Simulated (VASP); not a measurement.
These are LDA (Ceperley-Alder, Perdew-Zunger), VASP's LDA PAW potentials (set 64) (plane waves; VASP) values and carry that method's errors.

The input files of a VASP run:

INCAR:
```
SYSTEM = Ni3Ge
PREC = Accurate; ENCUT = 300; LREAL = .False.
LASPH = .True.
EDIFF = 1E-6; NELM = 100; ALGO = Normal
LMAXMIX = 4
ISMEAR = 0; SIGMA = 0.1
ISIF = 2
LWAVE = .False.; LCHARG = .False.
```

### POSCAR
```
Ni3Ge
1
    3.5303300000     0.0000000000     0.0000000000
    0.0000000000     3.5303300000     0.0000000000
    0.0000000000     0.0000000000     3.5303300000
Ni Ge
3 1
Direct
  0.4959050000   0.0085430000   0.5047990000
  0.0019730000   0.4981600000   0.4916630000
  0.5000170000   0.5001040000  -0.0018720000
  0.0021050000  -0.0068060000   0.0054110000
```

KPOINTS:
```
Automatic
0
G
 6 6 6
```

POTCAR, in this order: Ni Ge_d (LDA.64 set). Program: vasp_std.

The run wrote:

### OSZICAR
```
       N       E                     dE             d eps       ncg     rms          rms(c)
DAV:   1     0.251550155846E+03    0.25155E+03   -0.14555E+04  6080   0.271E+03
DAV:   2     0.151633761134E+01   -0.25003E+03   -0.24454E+03  5824   0.480E+02
DAV:   3    -0.286743450880E+02   -0.30191E+02   -0.29552E+02  5932   0.153E+02
DAV:   4    -0.294803207899E+02   -0.80598E+00   -0.80308E+00  6256   0.287E+01
DAV:   5    -0.294972789490E+02   -0.16958E-01   -0.16954E-01  6860   0.365E+00    0.176E+01
DAV:   6    -0.289423435614E+02    0.55494E+00   -0.44488E+01  6500   0.839E+01    0.140E+01
DAV:   7    -0.264586587933E+02    0.24837E+01   -0.13966E+01  6096   0.477E+01    0.379E+00
DAV:   8    -0.263964823925E+02    0.62176E-01   -0.56717E-01  6724   0.638E+00    0.125E+00
DAV:   9    -0.263953864147E+02    0.10960E-02   -0.11296E-01  7216   0.700E+00    0.123E+00
DAV:  10    -0.263835921259E+02    0.11794E-01   -0.33436E-02  7506   0.408E+00    0.400E-01
DAV:  11    -0.263817752951E+02    0.18168E-02   -0.64564E-03  8674   0.115E+00    0.152E-01
DAV:  12    -0.263817279506E+02    0.47345E-04   -0.11642E-03  7782   0.688E-01    0.115E-01
DAV:  13    -0.263816432771E+02    0.84673E-04   -0.55941E-04  7150   0.500E-01    0.502E-02
DAV:  14    -0.263816311324E+02    0.12145E-04   -0.84278E-05  7590   0.188E-01    0.783E-03
DAV:  15    -0.263816316036E+02   -0.47121E-06   -0.53684E-06  5786   0.265E-02
   1 F= -.26381632E+02 E0= -.26377186E+02  d E =-.889106E-02
```

OUTCAR:
```
------------------------ aborting loop because EDIFF is reached ----------------------------------------
  FORCE on cell =-STRESS in cart. coord.  units (eV):
  Direction    XX          YY          ZZ          XY          YZ          ZX
  --------------------------------------------------------------------------------------
  Total       -2.1837436     -2.1451854     -2.1771381     -0.0226072     -0.0102973      0.0028266
  in kB      -79.5181608    -78.1141138    -79.2776293     -0.8232107     -0.3749633      0.1029267
  external PRESSURE =     -78.9699680 kB  Pullay stress =       0.0000000 kB
  volume of cell :       44.00
      direct lattice vectors                 reciprocal lattice vectors
     3.530330000  0.000000000  0.000000000     0.283259639  0.000000000  0.000000000
     0.000000000  3.530330000  0.000000000     0.000000000  0.283259639  0.000000000
     0.000000000  0.000000000  3.530330000     0.000000000  0.000000000  0.283259639
 POSITION                                       TOTAL-FORCE (eV/Angst)
 -----------------------------------------------------------------------------------
      1.75071      0.03016      1.78211         0.178065     -0.297576     -0.092488
      0.00697      1.75867      1.73573        -0.146547      0.124607      0.260692
      1.76523      1.76553      3.52372         0.067433      0.074417     -0.016643
      0.00743      3.50630      0.01910        -0.098952      0.098553     -0.151561
 -----------------------------------------------------------------------------------
    total drift:                               -0.000890      0.001638     -0.002570
  FREE ENERGIE OF THE ION-ELECTRON SYSTEM (eV)
  ---------------------------------------------------
  free  energy   TOTEN  =       -26.3816316036 eV

  energy  without entropy=      -26.3727405414  energy(sigma->0) =      -26.37718607
```
(Selected blocks of OUTCAR.)

At this cut-off the stress carries a Pulay error, which pulls relaxed volumes low.

The structure comes from a computed database's Ni3Ge entry; how it stands against other phases isn't given here. The cell was not relaxed at this level, atoms are displaced from their ideal sites. The run is not spin-polarised, so no magnetic state was tried.
